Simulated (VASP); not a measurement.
A run of VASP 6.6.1:

File INCAR:

```
SYSTEM = LaTl3
PREC = Accurate
ENCUT = 520
EDIFF = 1E-6
ISMEAR = -1
SIGMA = 0.1
LREAL = .FALSE.
LASPH = .TRUE.
NELM = 100
ALGO = Fast
ISIF = 2
LWAVE = .FALSE.
LCHARG = .FALSE.
GGA = PS
NBANDS = 33
```

The input KPOINTS:

```
regular mesh
0
G
  2 2 2
  0 0 0
```

Contents of POSCAR:

```
LaTl3
1.0
    4.7990000000      0.0000000000      0.0000000000
    0.0000000000      4.7990000000      0.0000000000
    0.0000000000      0.0000000000      4.7990000000
La Tl
1 3
Direct
    0.0000000000      0.0000000000      0.0000000000
    0.0000000000      0.5000000000      0.5000000000
    0.5000000000      0.0000000000      0.5000000000
    0.5000000000      0.5000000000      0.0000000000
```

Potentials or basis: VASP PAW PBE potentials, release 64 (La, Tl_d).

Launch:

```sh
$ cat potpaw_PBE.64/La/POTCAR potpaw_PBE.64/Tl_d/POTCAR > POTCAR
$ mpirun -np 1 vasp_std > vasp.out
```

Hardware: 1 thread of Intel(R) Xeon(R) Platinum 8488C (Sapphire Rapids), with other jobs on the host.

How long does it take, and how much memory?

It took 68 s on 1 thread of Intel(R) Xeon(R) Platinum 8488C (Sapphire Rapids), on a shared host, peak memory 0.21 GiB. Counts: scf iterations 59, k points 4.
